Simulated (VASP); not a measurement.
Output of a VASP run:

File OSZICAR:
```
       N       E                     dE             d eps       ncg     rms          rms(c)
DAV:   1     0.430151371414E+03    0.43015E+03   -0.19536E+04   520   0.154E+03
DAV:   2     0.404611918106E+02   -0.38969E+03   -0.38189E+03   672   0.348E+02
DAV:   3    -0.634137280750E+01   -0.46803E+02   -0.46447E+02   616   0.132E+02
DAV:   4    -0.830868616693E+01   -0.19673E+01   -0.19623E+01   720   0.347E+01
DAV:   5    -0.835443207199E+01   -0.45746E-01   -0.45714E-01   682   0.419E+00    0.536E+00
DAV:   6    -0.714504695610E+01    0.12094E+01   -0.28169E+00   732   0.155E+01    0.324E+00
DAV:   7    -0.706377825210E+01    0.81269E-01   -0.84816E-01   788   0.596E+00    0.206E+00
DAV:   8    -0.705928172376E+01    0.44965E-02   -0.12334E-01   766   0.292E+00    0.427E-01
DAV:   9    -0.705474824848E+01    0.45335E-02   -0.31101E-02   758   0.146E+00    0.157E-01
DAV:  10    -0.705499588180E+01   -0.24763E-03   -0.26633E-03   604   0.342E-01    0.859E-02
DAV:  11    -0.705507694107E+01   -0.81059E-04   -0.32945E-04   738   0.169E-01    0.222E-02
DAV:  12    -0.705507733168E+01   -0.39061E-06   -0.25008E-05   788   0.497E-02    0.111E-02
DAV:  13    -0.705507763343E+01   -0.30175E-06   -0.59500E-06   740   0.218E-02
   1 F= -.70550776E+01 E0= -.70550776E+01  d E =-.705508E+01
       N       E                     dE             d eps       ncg     rms          rms(c)
DAV:   1    -0.971741209859E+01   -0.26623E+01   -0.70791E+01   694   0.976E+01    0.873E+00
DAV:   2    -0.753619676012E+01    0.21812E+01   -0.51109E+00   628   0.202E+01    0.288E+00
DAV:   3    -0.720345472308E+01    0.33274E+00   -0.13228E+00   652   0.109E+01    0.107E+00
DAV:   4    -0.719092610691E+01    0.12529E-01   -0.71585E-02   786   0.236E+00    0.285E-01
DAV:   5    -0.718938052030E+01    0.15456E-02   -0.11635E-02   620   0.607E-01    0.192E-01
DAV:   6    -0.718892751431E+01    0.45301E-03   -0.11730E-03   666   0.315E-01    0.464E-02
DAV:   7    -0.718890991166E+01    0.17603E-04   -0.13439E-04   770   0.118E-01    0.282E-02
DAV:   8    -0.718891387048E+01   -0.39588E-05   -0.18514E-05   714   0.314E-02    0.853E-03
DAV:   9    -0.718891558863E+01   -0.17182E-05   -0.30263E-06   506   0.116E-02    0.210E-03
DAV:  10    -0.718891610511E+01   -0.51648E-06   -0.49733E-07   332   0.511E-03
   2 F= -.71889161E+01 E0= -.71889161E+01  d E =-.133838E+00
       N       E                     dE             d eps       ncg     rms          rms(c)
DAV:   1    -0.721911661382E+01   -0.30201E-01   -0.77095E-01   686   0.923E+00    0.975E-01
DAV:   2    -0.719362422377E+01    0.25492E-01   -0.60303E-02   638   0.219E+00    0.302E-01
DAV:   3    -0.719017009830E+01    0.34541E-02   -0.13524E-02   660   0.113E+00    0.129E-01
DAV:   4    -0.718997873838E+01    0.19136E-03   -0.82381E-04   738   0.273E-01    0.321E-02
DAV:   5    -0.718995604467E+01    0.22694E-04   -0.97846E-05   558   0.541E-02    0.195E-02
DAV:   6    -0.718994584274E+01    0.10202E-04   -0.74992E-06   574   0.253E-02    0.564E-03
DAV:   7    -0.718994444670E+01    0.13960E-05   -0.10184E-06   488   0.107E-02    0.224E-03
DAV:   8    -0.718994539933E+01   -0.95263E-06   -0.29804E-07   280   0.487E-03
   3 F= -.71899454E+01 E0= -.71899454E+01  d E =-.134868E+00
```

File OUTCAR:
```
------------------------ aborting loop because EDIFF is reached ----------------------------------------
  FORCE on cell =-STRESS in cart. coord.  units (eV):
  Direction    XX          YY          ZZ          XY          YZ          ZX
  --------------------------------------------------------------------------------------
  Total       -0.0106367     -0.0106367     -0.0106367      0.0000000      0.0000000     -0.0000000
  in kB       -0.0878374     -0.0878374     -0.0878374      0.0000000      0.0000000     -0.0000000
  external PRESSURE =      -0.0878374 kB  Pullay stress =       0.0000000 kB
  volume of cell :      194.02
      direct lattice vectors                 reciprocal lattice vectors
     5.789115646  0.000000000  0.000000000     0.172737955  0.000000000  0.000000000
    -0.000000000  5.789115646  0.000000000    -0.000000000  0.172737955  0.000000000
    -0.000000000 -0.000000000  5.789115646    -0.000000000 -0.000000000  0.172737955
 POSITION                                       TOTAL-FORCE (eV/Angst)
 -----------------------------------------------------------------------------------
      0.00000      0.00000      0.00000        -0.000000      0.000000      0.000000
      2.89456      2.89456      2.89456         0.000000     -0.000000      0.000000
      2.89456      0.00000      2.89456        -0.000000      0.000000      0.000000
     -0.00000      2.89456      2.89456         0.000000      0.000000      0.000000
      2.89456      2.89456      0.00000        -0.000000      0.000000      0.000000
 -----------------------------------------------------------------------------------
    total drift:                                0.000000     -0.000000     -0.000000
  FREE ENERGIE OF THE ION-ELECTRON SYSTEM (eV)
  ---------------------------------------------------
  free  energy   TOTEN  =        -7.1899453993 eV

  energy  without entropy=       -7.1899453993  energy(sigma->0) =       -7.18994540

 reached required accuracy - stopping structural energy minimisation
```
(Selected blocks of OUTCAR.)

POSCAR:
```
CsPbCl3
1
    5.6100000000     0.0000000000     0.0000000000
    0.0000000000     5.6100000000     0.0000000000
    0.0000000000     0.0000000000     5.6100000000
Cs Pb Cl
1 1 3
Direct
  0.0000000000   0.0000000000   0.0000000000
  0.5000000000   0.5000000000   0.5000000000
  0.5000000000   0.0000000000   0.5000000000
  0.0000000000   0.5000000000   0.5000000000
  0.5000000000   0.5000000000   0.0000000000
```

Q: Write an INCAR and KPOINTS that could have produced this output.

A: One answer among several that fit: the input of the run itself, vdW-DF2, plane waves, VASP's PBE PAW potentials (set 64).

### KPOINTS
```
Automatic
0
gamma
  4 4 4
0 0 0
```

**INCAR**
```
SYSTEM  =  CsPbCl3
EDIFF  =  1E-6   ! SCF stop (eV)
ALGO  =  Normal
LASPH  =  .TRUE.   ! aspherical one-centre terms
LCHARG  =  .FALSE.
LMAXMIX  =  4   ! l cut-off of mixed one-centre charges
NELM  =  100   ! most electronic steps
LUSE_VDW  =  .TRUE.
NSW  =  60
ENCUT  =  520   ! plane-wave cut-off (eV)
ISIF  =  3
IBRION  =  2
SIGMA  =  0.05   ! width (eV)
ISMEAR  =  0   ! Gaussian
EDIFFG  =  -0.02   ! ionic stop
ZAB_VDW  =  -1.8867
LWAVE  =  .FALSE.
PREC  =  Accurate
LREAL  =  .FALSE.   ! projection in real space or not
GGA  =  ML
AGGAC  =  0.0
```

POTCAR, in this order: Cs_sv Pb_d Cl (PBE.64 set). Program: vasp_std.

Energy and stress use the plane-wave basis of the starting cell.

The compound is CsPbCl3 in the cubic perovskite structure, the ideal cubic form; the compound distorts at low or room temperature. This run relaxes it. Symmetry was kept, so distortions that lower it aren't found. The start is the result of an earlier pass.
